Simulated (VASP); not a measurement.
AlB2Sb3, 12 atoms in the cell. Symmetry: Cmc2_1, No. 36, orthorhombic system. The conventional cell has a = 11.854 Å, b = 6.837 Å, c = 6.461 Å, α = 90.00°, β = 90.00°, γ = 90.00°. Al (site symmetry m) is surrounded by 4 Sb at 2.66 to 2.67 Å. B (site symmetry 1) is surrounded by 4 Sb at 2.31 to 2.33 Å. Sb (site symmetry 1) is surrounded by 3 B at 2.31 to 2.33 Å. Sb (site symmetry m) is surrounded by 2 B at 2.31 Å. The cell was built by a generator and needn't be a form met in nature.

- Program: VASP 6.6.1
- Task: band structure
- Functional: PBE
- Potentials or basis: VASP PAW PBE potentials, release 64 (Al, B, Sb)
- Cutoff: 520 eV
- k mesh: 4 × 4 × 4
- Occupations: gaussian, width 0.1 eV
- Spin: spin-orbit coupling, no magnetisation
- Further INCAR settings: ALGO = Fast; EDIFF = 1e-07

Potentials or basis: VASP PAW PBE potentials, release 64 (Al, B, Sb).

The run is started by

```sh
$ cat potpaw_PBE.64/Al/POTCAR potpaw_PBE.64/B/POTCAR potpaw_PBE.64/Sb/POTCAR > POTCAR
$ mpirun -np 8 vasp_ncl > vasp.out
```

Hardware: 8 MPI ranks on Intel(R) Xeon(R) Platinum 8488C (Sapphire Rapids), on a shared host.

Q: How long does it take, and how much memory?

A: Run time: 25 min on 8 MPI ranks on Intel(R) Xeon(R) Platinum 8488C (Sapphire Rapids) (shared host), peak memory 1.5 GiB a rank. Counts: scf iterations 113, k points 28.
